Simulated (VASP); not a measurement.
# CdSiGe62 (a cell with a defect) in VASP: relaxation of the atoms with PBEsol

Aim: the relaxation of the atoms of CdSiGe62 (a cell with a defect) with PBEsol.

All numbers are computed with VASP 6.6.1; they aren't measurements. Logs are shortened: lines on timing, memory, paths and dates and some standing lists are left out, and cuts for length are marked.

**1. Starting point**

The cell holds a defect, 64 atoms: a = 11.380 Å, b = 11.380 Å, c = 11.380 Å, α = 90.00°, β = 90.00°, γ = 90.00°.

The cell was built by a generator and needn't be a form met in nature.

**2. Relaxation of the atoms, PBEsol**

The input, INCAR:

```
PREC = Accurate ; ENCUT = 360
EDIFF = 1E-6 ; ISMEAR = 0
SIGMA = 0.02 ; LREAL = F
LASPH = T ; NELM = 80
ALGO = Normal ; ISIF = 2
LWAVE = F ; LCHARG = F
GGA = PS ; IBRION = 2
NSW = 60 ; EDIFFG = -0.005
NELECT = 266
```

The input, KPOINTS:

```
Automatic mesh
0
Gamma
  2 2 2
```

The input, POSCAR:

```
CdSiGe62
1.0
   11.3800000000      0.0000000000      0.0000000000
    0.0000000000     11.3800000000      0.0000000000
    0.0000000000      0.0000000000     11.3800000000
Cd Ge Si
1 62 1
Direct
    0.0004685600      0.9996486300      0.0025813500
    0.9997322900      0.2501164000      0.2516805100
    0.2490344400      0.9993717100      0.2501992200
    0.2496497000      0.2487333500      0.9997824300
    0.1242564500      0.3762227200      0.3769723900
    0.3733952100      0.1256847900      0.3739586500
    0.3740900700      0.3740741100      0.1245513200
    0.0010581700      0.0007565500      0.5000628100
    0.9996141800      0.2500034900      0.7498875100
    0.2508421800      0.9993293000      0.7499934200
    0.2498926700      0.2499444500      0.5002646600
    0.1252099000      0.1264175400      0.6249077400
    0.1266582600      0.3746752000      0.8744926700
    0.3751069800      0.1253774600      0.8752863100
    0.3763720000      0.3762099200      0.6255250700
    0.9996428300      0.4998931500      0.0015009500
    0.0002349600      0.7486080300      0.2492677200
    0.2493867100      0.5012235800      0.2498862000
    0.2524001100      0.7506973000      0.0001325400
    0.1245373100      0.6260324000      0.1247443800
    0.1241248200      0.8756033300      0.3750135500
    0.3762627200      0.6249218500      0.3719631600
    0.3758382700      0.8730059400      0.1266340800
    0.0019341900      0.4995465200      0.4987631500
    0.9985163800      0.7509267100      0.7497853600
    0.2493645700      0.4997415000      0.7522178900
    0.2503684100      0.7507919200      0.5008250300
    0.1260815100      0.6261271000      0.6242455200
    0.1247714800      0.8741921100      0.8742447800
    0.3762122200      0.6244671600      0.8749159500
    0.3742642600      0.8743698400      0.6258370700
    0.4995269800      0.9994880100      0.0005241300
    0.5005314900      0.2508415100      0.2501813400
    0.7481376200      0.0006693400      0.2505292000
    0.7510812100      0.2491011000      0.0026769600
    0.6236912700      0.1257719900      0.1250488000
    0.6244826900      0.3758666900      0.3747011400
    0.8725196900      0.1237604100      0.3754860100
    0.8773766000      0.3734269800      0.1249820000
    0.5015406000      0.0006444600      0.4996011100
    0.4984899900      0.2481085100      0.7492057600
    0.7496087700      0.9976115600      0.7482014100
    0.7503224600      0.2495656700      0.4991984100
    0.6245672400      0.1241370400      0.6259849700
    0.6267415400      0.3772020700      0.8757537700
    0.8757934400      0.1265537300      0.8768461400
    0.8765559700      0.3762873800      0.6243260300
    0.4983012100      0.5009314900      0.9999003500
    0.4999408800      0.7490554800      0.2486184600
    0.7514890300      0.5004939100      0.2488689900
    0.7504146100      0.7503245300      0.0005541800
    0.6273716200      0.6249631500      0.1236411100
    0.6250388100      0.8743136000      0.3755825500
    0.8752235800      0.6253679700      0.3743978200
    0.8754393000      0.8744581400      0.1255493000
    0.4996803500      0.4988123100      0.5005294100
    0.4992501700      0.7515333300      0.7504704000
    0.7504966800      0.5001076200      0.7499369700
    0.7474654500      0.7512978800      0.4991356700
    0.6260155000      0.6243219400      0.6248480100
    0.6247619200      0.8738971700      0.8748176500
    0.8755058500      0.6245601600      0.8736576100
    0.8743912800      0.8752652900      0.6262182700
    0.1246189400      0.1256408500      0.1232320800
```

Potentials or basis: VASP PAW PBE potentials, release 64 (Cd, Ge, Si).

The run is started by

```sh
$ cat potpaw_PBE.64/Cd/POTCAR potpaw_PBE.64/Ge/POTCAR potpaw_PBE.64/Si/POTCAR > POTCAR
$ mpirun -np 8 vasp_std > vasp.out
```

OUTCAR:

```text
PREC = Accurate
   ENCUT = 360
   EDIFF = 1E-6
   ISMEAR = 0
   LREAL = F
   LASPH = T
   NELM = 80
   ISIF = 2
   GGA = PS
   IBRION = 2
   NSW = 60
   EDIFFG = -0.005
   NELECT = 266

 ion  position               nearest neighbor table
   1  0.000  1.000  0.003-  64 2.44  55 2.45  46 2.48  29 2.48
   2  1.000  0.250  0.252-  39 2.45   5 2.47  38 2.48  64 2.48
   3  0.249  0.999  0.250-  21 2.45   6 2.46  23 2.48  64 2.48
   4  0.250  0.249  1.000-  64 2.44  14 2.45  13 2.46   7 2.46
   5  0.124  0.376  0.377-  24 2.41  11 2.47   2 2.47  18 2.48
   6  0.373  0.126  0.374-  11 2.46   3 2.46  33 2.47  40 2.49
[... 56 lines left out ...]
  63  0.874  0.875  0.626-  42 2.43  25 2.44  59 2.48   8 2.49
  64  0.125  0.126  0.123-   1 2.44   4 2.44   3 2.48   2 2.48

  LATTYP: Found a simple cubic cell.
 ALAT       =    11.3800000000

  Lattice vectors:

 A1 = (  11.3800000000,   0.0000000000,   0.0000000000)
 A2 = (   0.0000000000,  11.3800000000,   0.0000000000)
 A3 = (   0.0000000000,   0.0000000000,  11.3800000000)

Analysis of symmetry for initial positions (statically):
=====================================================================
 Subroutine PRICEL returns:
 Original cell was already a primitive cell.

 Routine SETGRP: Setting up the symmetry group for a
 simple cubic supercell.

 Subroutine GETGRP returns: Found  1 space group operations
 (whereof  1 operations were pure point group operations)
 out of a pool of 48 trial point group operations.

The static configuration has the point symmetry C_1 .

Analysis of symmetry for dynamics (positions and initial velocities):
=====================================================================
 Subroutine PRICEL returns:
 Original cell was already a primitive cell.

 Routine SETGRP: Setting up the symmetry group for a
 simple cubic supercell.

 Subroutine GETGRP returns: Found  1 space group operations
 (whereof  1 operations were pure point group operations)
 out of a pool of 48 trial point group operations.

The dynamic configuration has the point symmetry C_1 .

 Subroutine INISYM returns: Found  1 space group operations
 (whereof  1 operations are pure point group operations),
 and found     1 'primitive' translations

----------------------------------------------------------------------------------------

                                     Primitive cell

  volume of cell :    1473.7601

[... 217 lines left out ...]
  Fermi-wavevector in a.u.,A,eV,Ry     =   0.925180  1.748338 11.646027  0.855959
  Thomas-Fermi vector in A             =   2.051007
   LORBIT       =      0    0 simple, 1 ext, 2 COOP (PROOUT), +10 PAW based schemes
   GGA     = PS    functional components
   LHFCALC =     F    Hartree Fock is set to
   AEXX    =    0.0000 exact exchange contribution
   IVDW    =     0    specifies the selected vdW correction
   LEPSILON=     F    determine dielectric tensor
   LRPA    =     F    only Hartree local field effects (RPA)
 conjugate gradient relaxation of ions
 non-spin polarized calculation
 Gauss-broadening in eV      SIGMA  =   0.02
  energy-cutoff  :      360.00
  volume of cell :     1473.76
 maximum number of plane-waves:     22896
   NGX = 35   NGY = 35   NGZ = 35

--------------------------------------- Ionic step        1  -------------------------------------------

 number of electron     265.9999987 magnetization

 Free energy of the ion-electron system (eV)
  ---------------------------------------------------
  ext. energy  EPLUGINS =         0.00000000
  ---------------------------------------------------
  free energy    TOTEN  =      -301.59640739 eV

  energy without entropy =     -301.59336497  energy(sigma->0) =     -301.59488618

------------------------ aborting loop because EDIFF is reached ----------------------------------------

  FORCE on cell =-STRESS in cart. coord.  units (eV):
  Direction    XX          YY          ZZ          XY          YZ          ZX
  --------------------------------------------------------------------------------------
  -------------------------------------------------------------------------------------
  Total       24.8669014     25.1045091     24.8456674      1.2525270     -0.6665680     -0.3144899
  in kB       27.0336987     27.2920105     27.0106144      1.3616669     -0.7246499     -0.3418932
  external PRESSURE =      27.1121079 kB  Pullay stress =       0.0000000 kB
[... 275 lines left out ...]
  FREE ENERGIE OF THE ION-ELECTRON SYSTEM (eV)
  ---------------------------------------------------
  free  energy   TOTEN  =      -301.9104495916 eV

  energy  without entropy=     -301.9075464405  energy(sigma->0) =     -301.90899802

[... ionic steps 4 to 17 ...]

--------------------------------------- Ionic step       18  -------------------------------------------

 number of electron     265.9999977 magnetization

------------------------ aborting loop because EDIFF is reached ----------------------------------------
[... 191 lines left out ...]
--------------------------------------- Ionic step       20  -------------------------------------------

 number of electron     265.9999978 magnetization

 Free energy of the ion-electron system (eV)
  ---------------------------------------------------
  ext. energy  EPLUGINS =         0.00000000
  ---------------------------------------------------
  free energy    TOTEN  =      -301.95969966 eV

  energy without entropy =     -301.95655147  energy(sigma->0) =     -301.95812557

 E-fermi :   3.5706     XC(G=0):  -9.2613

 val. band max:        3.5575294917   @ k =   0.0000   0.0000   0.0000
 cond. band min:       3.5759122410   @ k =   0.0000   0.0000   0.0000
 fundamental gap:      0.0183827493
 Fermi energy:         3.5705936094

 k-point     1 :       0.0000    0.0000    0.0000
  band No.  band energies     occupation
      1      -9.1755      2.00000
      2      -8.2318      2.00000
      3      -8.2317      2.00000
      4      -8.1929      2.00000
      5      -8.1927      2.00000
      6      -8.1880      2.00000
[... 1173 lines left out ...]
    144       4.7427      0.00000
    145       4.7480      0.00000
 [bands above 145 left out]

------------------------ aborting loop because EDIFF is reached ----------------------------------------

  FORCE on cell =-STRESS in cart. coord.  units (eV):
  Direction    XX          YY          ZZ          XY          YZ          ZX
  --------------------------------------------------------------------------------------
  -------------------------------------------------------------------------------------
  Total       24.5017420     24.5019566     24.4985165      0.6598978      0.6612966      0.6749745
  in kB       26.6367209     26.6369541     26.6332142      0.7173986      0.7189192      0.7337890
  external PRESSURE =      26.6356297 kB  Pullay stress =       0.0000000 kB
[... 79 lines left out ...]
  FREE ENERGIE OF THE ION-ELECTRON SYSTEM (eV)
  ---------------------------------------------------
  free  energy   TOTEN  =      -301.9596996592 eV

  energy  without entropy=     -301.9565514735  energy(sigma->0) =     -301.95812557

 reached required accuracy - stopping structural energy minimisation
```

Wall time 62 min (8 MPI ranks of Intel Xeon 6975P-C (Granite Rapids), shared host); peak memory 0.37 GiB.

What came out:

- Free energy: -301.9597 eV
- Energy gained by relaxing: 5.7 meV/atom
- Ionic steps: 20
- Largest force after relaxing: 0.005 eV/Å
- Band gap on the k mesh: 0.02 eV, direct

Forces in eV/Å, atoms in the order of the input:
```
Cd   0.001  0.001  0.001
Ge   0.000 -0.003 -0.001
Ge   0.001  0.001 -0.002
Ge  -0.001 -0.002  0.000
Ge   0.002  0.002  0.003
Ge   0.001  0.001  0.001
Ge   0.002  0.001  0.000
Ge  -0.001  0.001  0.000
Ge   0.001 -0.002  0.001
Ge  -0.001  0.001 -0.001
Ge   0.000  0.001  0.003
Ge  -0.001  0.000  0.000
Ge  -0.001  0.000 -0.002
Ge  -0.001  0.001  0.000
Ge  -0.001 -0.001  0.001
Ge   0.001 -0.002 -0.001
Ge   0.001 -0.001 -0.001
Ge  -0.001  0.002  0.000
Ge  -0.001  0.001  0.002
Ge   0.000  0.000 -0.001
Ge   0.000  0.000  0.002
Ge  -0.002 -0.001  0.000
Ge  -0.001 -0.002  0.000
Ge   0.001  0.001  0.002
Ge  -0.001  0.003  0.001
Ge   0.000 -0.003  0.000
Ge   0.000 -0.001 -0.002
Ge   0.002  0.003  0.000
Ge   0.002 -0.001 -0.003
Ge  -0.001  0.000 -0.001
Ge   0.001  0.003  0.000
Ge   0.000  0.000  0.000
Ge   0.000 -0.001  0.000
Ge  -0.001  0.001  0.000
Ge   0.000  0.000  0.001
Ge  -0.001 -0.001  0.000
Ge   0.000  0.000  0.001
Ge  -0.002  0.001  0.000
Ge   0.001 -0.002  0.002
Ge   0.000  0.001  0.001
Ge  -0.003  0.000  0.000
Ge   0.001 -0.001  0.003
Ge   0.000 -0.001 -0.003
Ge   0.000  0.003  0.000
Ge   0.000 -0.001  0.001
Ge  -0.001  0.002 -0.002
Ge   0.003 -0.001  0.000
Ge   0.001 -0.001  0.001
Ge  -0.002  0.000 -0.001
Ge   0.001 -0.003  0.000
Ge   0.002  0.002 -0.002
Ge   0.003  0.001  0.000
Ge  -0.001  0.002 -0.002
Ge   0.000  0.000 -0.001
Ge  -0.001 -0.001  0.002
Ge  -0.002 -0.003 -0.003
Ge   0.000 -0.001  0.001
Ge   0.000 -0.002  0.000
Ge   0.001  0.000  0.001
Ge  -0.001 -0.001 -0.003
Ge   0.001 -0.001  0.000
Ge   0.000  0.001  0.000
Ge  -0.003 -0.001  0.000
Si  -0.001  0.003  0.002
```

The path:
| step | energy change (eV) | largest force (eV/Å) | pressure (GPa) |
| --- | --- | --- | --- |
| 1 | 0.0000 | 0.8334 | 2.71 |
| 2 | -0.2948 | 0.3230 | 2.66 |
| 3 | -0.3140 | 0.2167 | 2.67 |
| 4 | -0.3382 | 0.1301 | 2.66 |
| 5 | -0.3423 | 0.0941 | 2.67 |
| 6 | -0.3493 | 0.0646 | 2.67 |
| 7 | -0.3542 | 0.0929 | 2.67 |
| 8 | -0.3591 | 0.0393 | 2.66 |
| 9 | -0.3596 | 0.0439 | 2.66 |
| 10 | -0.3612 | 0.0222 | 2.66 |
| 11 | -0.3612 | 0.0270 | 2.66 |
| 12 | -0.3619 | 0.0218 | 2.66 |
| 13 | -0.3621 | 0.0289 | 2.66 |
| 14 | -0.3625 | 0.0248 | 2.66 |
| 15 | -0.3625 | 0.0255 | 2.66 |
| 16 | -0.3629 | 0.0154 | 2.66 |
| 17 | -0.3631 | 0.0136 | 2.66 |
| 18 | -0.3632 | 0.0078 | 2.66 |
| 19 | -0.3632 | 0.0076 | 2.66 |
| 20 | -0.3633 | 0.0047 | 2.66 |

Final structure:
```
Cd Ge Si
1.0
    11.38000    0.00000    0.00000
     0.00000   11.38000    0.00000
     0.00000    0.00000   11.38000
Cd Ge Si
1 62 1
Cartesian
  0.0643 0.0634 0.0639
  0.0545 2.8386 2.8377
  2.8397 0.0538 2.8390
  2.8395 2.8386 0.0536
  1.4165 4.2772 4.2773
  4.2790 1.4159 4.2781
  4.2780 4.2777 1.4164
  0.0014 11.3798 5.6898
  11.3423 2.8461 8.5295
  2.8461 11.3417 8.5301
  2.8406 2.8397 5.6916
  1.4185 1.4178 7.1284
  1.4138 4.2420 9.9683
  4.2429 1.4131 9.9678
  4.2646 4.2636 7.1157
  0.0005 5.6901 0.0005
  11.3421 8.5298 2.8457
  2.8409 5.6918 2.8406
  2.8463 8.5292 11.3425
  1.4183 7.1279 1.4185
  1.4140 9.9677 4.2414
  4.2648 7.1159 4.2646
  4.2427 9.9680 1.4135
  0.0002 5.6895 5.6901
  0.0288 8.5284 8.5298
  2.8380 5.6820 8.5450
  2.8368 8.5441 5.6826
  1.4169 7.1015 7.1031
  1.4264 9.9443 9.9454
  4.2767 7.0996 9.9634
  4.2758 9.9625 7.0995
  5.6907 0.0000 0.0002
  5.6926 2.8403 2.8403
  8.5305 11.3418 2.8459
  8.5298 2.8455 11.3418
  7.1288 1.4178 1.4181
  7.1166 4.2639 4.2642
  9.9694 1.4130 4.2417
  9.9679 4.2420 1.4130
  5.6910 11.3792 5.6908
  5.6834 2.8366 8.5442
  8.5309 0.0274 8.5294
  8.5454 2.8364 5.6822
  7.1040 1.4157 7.1030
  7.0999 4.2760 9.9629
  9.9457 1.4259 9.9452
  9.9627 4.2761 7.0997
  5.6906 5.6902 0.0001
  5.6829 8.5449 2.8379
  8.5452 5.6825 2.8374
  8.5289 8.5289 0.0283
  7.1026 7.1026 1.4175
  7.1008 9.9626 4.2768
  9.9636 7.0996 4.2765
  9.9449 9.9445 1.4255
  5.6917 5.6909 5.6912
  5.6885 8.5385 8.5383
  8.5386 5.6886 8.5387
  8.5389 8.5379 5.6892
  7.1156 7.1153 7.1161
  7.1247 9.9598 9.9596
  9.9600 7.1241 9.9604
  9.9615 9.9593 7.1243
  1.4855 1.4837 1.4839
```

Caveat: the cell carries a net charge on a neutralising background, which shifts energy and pressure; the cell is charged against a uniform background, so pressure and absolute levels hang on convention; the PAW data sets were made with another functional, which shifts forces and pressure a little.
